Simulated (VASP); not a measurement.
Method: PBEsol GGA, VASP's PBE PAW potentials (set 64) (plane waves; VASP 6.6.1).

VASP ran on this input.

KPOINTS:
```
Automatic mesh
0
Gamma
8 8 8
0 0 0
```

POSCAR:
```
Pt3Ti
1
    3.8978672698     0.0000000000     0.0000000000
    0.0000000000     3.8978672698     0.0000000000
    0.0000000000     0.0000000000     3.8978672698
Ti Pt
1 3
Direct
  0.0000000000  -0.0513101104   0.0000000000
  0.0000000000   0.5000000000   0.5000000000
  0.5000000000   0.0000000000   0.5000000000
  0.5000000000   0.5000000000   0.0000000000
```

INCAR:
```
SYSTEM = Pt3Ti
PREC = Accurate; ENCUT = 480; LREAL = .FALSE.
LASPH = .TRUE.
EDIFF = 1E-7; NELM = 100; ALGO = Normal
LMAXMIX = 6
ISMEAR = 1; SIGMA = 0.1
GGA = PS
ISIF = 2
LWAVE = .FALSE.; LCHARG = .FALSE.
```

POTCAR, in this order: Ti_sv Pt (PBE.64 set). Program: vasp_std.

Output of the run:

**OSZICAR**
```
       N       E                     dE             d eps       ncg     rms          rms(c)
DAV:   1     0.364092316692E+03    0.36409E+03   -0.19691E+04  3750   0.172E+03
DAV:   2    -0.110988046478E+01   -0.36520E+03   -0.35813E+03  4026   0.441E+02
DAV:   3    -0.349653825659E+02   -0.33856E+02   -0.32740E+02  6182   0.109E+02
DAV:   4    -0.359687224710E+02   -0.10033E+01   -0.99996E+00  4421   0.198E+01
DAV:   5    -0.359994066911E+02   -0.30684E-01   -0.30665E-01  5632   0.357E+00    0.236E+01
DAV:   6    -0.337065593800E+02    0.22928E+01   -0.18605E+01  5355   0.331E+01    0.126E+01
DAV:   7    -0.336233806268E+02    0.83179E-01   -0.24214E+01  5229   0.316E+01    0.103E+01
DAV:   8    -0.327829394911E+02    0.84044E+00   -0.18528E+00  5113   0.110E+01    0.428E+00
DAV:   9    -0.327341857693E+02    0.48754E-01   -0.20848E+00  5627   0.804E+00    0.259E+00
DAV:  10    -0.326607940410E+02    0.73392E-01   -0.42813E-01  5277   0.461E+00    0.443E-01
DAV:  11    -0.326604569971E+02    0.33704E-03   -0.60666E-03  4780   0.562E-01    0.256E-01
DAV:  12    -0.326610132284E+02   -0.55623E-03   -0.14770E-03  4766   0.344E-01    0.299E-01
DAV:  13    -0.326601639741E+02    0.84925E-03   -0.43963E-03  5391   0.443E-01    0.261E-02
DAV:  14    -0.326601687772E+02   -0.48031E-05   -0.59717E-05  4348   0.570E-02    0.135E-02
DAV:  15    -0.326601737032E+02   -0.49261E-05   -0.62839E-05  5592   0.511E-02    0.274E-02
DAV:  16    -0.326601673088E+02    0.63945E-05   -0.34281E-05  5342   0.400E-02    0.310E-03
DAV:  17    -0.326601673569E+02   -0.48150E-07   -0.55885E-07  4306   0.500E-03
   1 F= -.32660167E+02 E0= -.32660148E+02  d E =-.583018E-04
```

**OUTCAR**
```
------------------------ aborting loop because EDIFF is reached ----------------------------------------
  FORCE on cell =-STRESS in cart. coord.  units (eV):
  Direction    XX          YY          ZZ          XY          YZ          ZX
  --------------------------------------------------------------------------------------
  Total        0.6521484      0.8361896      0.6521484      0.0000000      0.0000000      0.0000000
  in kB       17.6431393     22.6221678     17.6431393      0.0000000      0.0000000      0.0000000
  external PRESSURE =      19.3028154 kB  Pullay stress =       0.0000000 kB
  volume of cell :       59.22
      direct lattice vectors                 reciprocal lattice vectors
     3.897867270  0.000000000  0.000000000     0.256550552  0.000000000  0.000000000
     0.000000000  3.897867270  0.000000000     0.000000000  0.256550552  0.000000000
     0.000000000  0.000000000  3.897867270     0.000000000  0.000000000  0.256550552
 POSITION                                       TOTAL-FORCE (eV/Angst)
 -----------------------------------------------------------------------------------
      0.00000      3.69787      0.00000         0.000000      0.997302     -0.000000
      0.00000      1.94893      1.94893        -0.000000     -0.405920      0.000000
      1.94893      0.00000      1.94893        -0.000000     -0.185462      0.000000
      1.94893      1.94893      0.00000        -0.000000     -0.405920      0.000000
 -----------------------------------------------------------------------------------
    total drift:                                0.000000     -0.000335      0.000002
  FREE ENERGIE OF THE ION-ELECTRON SYSTEM (eV)
  ---------------------------------------------------
  free  energy   TOTEN  =       -32.6601673569 eV

  energy  without entropy=      -32.6601090551  energy(sigma->0) =      -32.66014792
```
(Selected blocks of OUTCAR.)

The compound is Pt3Ti in the L1_2 structure. This cell was strained or had an atom moved on purpose.
